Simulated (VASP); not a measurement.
All values below come from PBE GGA, VASP's PBE PAW potentials (set 64) (plane waves; VASP).

The input files of a VASP run:

### KPOINTS
```
Automatic mesh
0
Gamma
16 16 16
0 0 0
```

INCAR:
```
SYSTEM = Ni
PREC = Accurate
ENCUT = 400
EDIFF = 1E-6
NELM = 100
ALGO = Normal
LREAL = .FALSE.
LASPH = .TRUE.
ISMEAR = 1
SIGMA = 0.1
GGA = PE
LMAXMIX = 4
ISPIN = 1
LORBIT = 10
LWAVE = .FALSE.
LCHARG = .FALSE.
ISIF = 2
```

**POSCAR**
```
Ni
1.0
  0.0000000000   1.7600000000   1.7600000000
  1.7600000000   0.0000000000   1.7600000000
  1.7600000000   1.7600000000   0.0000000000
Ni
1
Direct
  0.0000000000   0.0000000000   0.0000000000
```

POTCAR, in this order: Ni (PBE.64 set). Program: vasp_std.

The resulting files:

OSZICAR:
```
       N       E                     dE             d eps       ncg     rms          rms(c)
DAV:   1     0.185767416325E+02    0.18577E+02   -0.44072E+03  2706   0.126E+03
DAV:   2    -0.613847724288E+01   -0.24715E+02   -0.23950E+02  2628   0.149E+02
DAV:   3    -0.645431469811E+01   -0.31584E+00   -0.31480E+00  3065   0.218E+01
DAV:   4    -0.645735198868E+01   -0.30373E-02   -0.30370E-02  2986   0.187E+00
DAV:   5    -0.645741832626E+01   -0.66338E-04   -0.66338E-04  3066   0.238E-01    0.968E+00
DAV:   6    -0.578540952213E+01    0.67201E+00   -0.17278E+01  2732   0.669E+01    0.601E+00
DAV:   7    -0.542867239750E+01    0.35674E+00   -0.31394E+00  2752   0.263E+01    0.171E+00
DAV:   8    -0.541156152791E+01    0.17111E-01   -0.28393E-02  3776   0.200E+00    0.479E-01
DAV:   9    -0.540977681952E+01    0.17847E-02   -0.16699E-03  3766   0.314E-01    0.661E-02
DAV:  10    -0.540978991550E+01   -0.13096E-04   -0.19726E-05  3648   0.409E-02    0.174E-02
DAV:  11    -0.540978893421E+01    0.98128E-06   -0.48084E-07  1547   0.127E-02
   1 F= -.54097889E+01 E0= -.54089429E+01  d E =-.253817E-02
```

File OUTCAR:
```
------------------------ aborting loop because EDIFF is reached ----------------------------------------
  FORCE on cell =-STRESS in cart. coord.  units (eV):
  Direction    XX          YY          ZZ          XY          YZ          ZX
  --------------------------------------------------------------------------------------
  Total       -0.1436444     -0.1436444     -0.1436444      0.0000000      0.0000000     -0.0000000
  in kB      -21.1072293    -21.1072293    -21.1072293      0.0000000      0.0000000     -0.0000000
  external PRESSURE =     -21.1072293 kB  Pullay stress =       0.0000000 kB
  volume of cell :       10.90
      direct lattice vectors                 reciprocal lattice vectors
     0.000000000  1.760000000  1.760000000    -0.284090909  0.284090909  0.284090909
     1.760000000  0.000000000  1.760000000     0.284090909 -0.284090909  0.284090909
     1.760000000  1.760000000  0.000000000     0.284090909  0.284090909 -0.284090909
 POSITION                                       TOTAL-FORCE (eV/Angst)
 -----------------------------------------------------------------------------------
      0.00000      0.00000      0.00000        -0.000000     -0.000000     -0.000000
 -----------------------------------------------------------------------------------
    total drift:                               -0.000000      0.000000      0.000000
  FREE ENERGIE OF THE ION-ELECTRON SYSTEM (eV)
  ---------------------------------------------------
  free  energy   TOTEN  =        -5.4097889342 eV

  energy  without entropy=       -5.4072507683  energy(sigma->0) =       -5.40894288

 total charge

# of ion       s       p       d       tot
------------------------------------------
    1        0.492   0.491   8.322   9.306
```
(Selected blocks of OUTCAR.)

The compound is Ni in the fcc structure. The cell was not relaxed at this level. The run is one of a series of settings (ISPIN = 1, the spin start removed against the base run), some of them coarse on purpose. The run is not spin-polarised, so no magnetic state was tried.
